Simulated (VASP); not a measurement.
Crystal: Y3Ge.

```
Y Ge
1.0
     6.72544    0.00000    0.00000
    -3.36272    5.82440    0.00000
     0.00000    0.00000    5.31968
Y Ge
6 2
Direct
  0.17394 0.34788 0.25000
  0.17394 0.82606 0.25000
  0.65212 0.82606 0.25000
  0.82606 0.65212 0.75000
  0.82606 0.17394 0.75000
  0.34788 0.17394 0.75000
  0.33333 0.66667 0.75000
  0.66667 0.33333 0.25000
```

The cell comes from a database or a generator and needn't be the stable form of this composition.

- Program: VASP 6.6.1
- Task: single point
- Functional: PBE
- Potentials or basis: VASP PAW PBE potentials, release 64 (Y_sv, Ge_d)
- Cutoff: 520 eV
- k mesh: 5 × 5 × 5
- Occupations: fermi-dirac, width 0.05 eV
- Spin: no spin polarisation

On this cell: pressure -0.3 GPa; largest force 0.136 eV/Å; band gap on the k mesh none (metal or under the smearing width).

The same run follows on a disturbed copy (atoms moved at random, drawn with an rms of 0.05 Å):

```
Y Ge
1.0
     6.72544    0.00000    0.00000
    -3.36272    5.82440    0.00000
     0.00000    0.00000    5.31968
Y Ge
6 2
Cartesian
  0.0270 2.0498 1.4037
  -1.5926 4.8263 1.3883
  1.6421 4.8202 1.3084
  3.3956 3.8289 3.9912
  4.9829 0.9980 3.9888
  1.7095 1.0388 3.9621
  0.0379 3.8718 4.0168
  3.3522 1.9449 1.3461
```

Problem. What does the disturbed cell give?

Solution. The energy (extrapolated to zero smearing) moves by +7.5 meV/atom; pressure -0.2 GPa; largest force 0.621 eV/Å; band gap on the k mesh none (metal or under the smearing width).

Forces on the atoms (eV/Å):
```
Y   -0.115  0.099 -0.361
Y    0.177 -0.028 -0.289
Y   -0.125 -0.115  0.105
Y   -0.078 -0.404  0.073
Y   -0.299  0.222  0.109
Y    0.450  0.135  0.405
Ge  -0.074  0.068 -0.046
Ge   0.063  0.023  0.004
```

Stress tensor (GPa, compression positive):
```
-0.36 -0.16 -0.08
-0.16 -0.30 -0.09
-0.08 -0.09  0.04
```
